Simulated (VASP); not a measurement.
Data:

```xyz
2
Lattice="0.0000 2.7250 2.7250 2.7250 0.0000 2.7250 2.7250 2.7250 0.0000" Properties=species:S:1:pos:R:3 pbc="T T T"
Ga     0.0000     0.0000     0.0000
P      1.3625     1.3625     1.3625
```

Level of theory: r2SCAN meta-GGA, VASP's PBE PAW potentials (set 64) (plane waves; VASP). Numerical set-up: 520 eV cut-off, 9×9×9 Γ-centred mesh, tetrahedra with Blöchl corrections, potentials Ga_d P.

Q: Predict the energy per atom (σ→0), band gap (over mesh and band path) with the smallest direct gap where there is one.

A: 
```yaml
band gap (over mesh and band path): 1.86 eV
smallest direct gap (over mesh and band path): 2.35 eV
energy per atom (σ→0): -10.732 eV/atom
```

Total energies compare only between runs with the same potentials, cut-off and functional.

The compound is GaP in the zinc blende structure. The cell was not relaxed at this level.
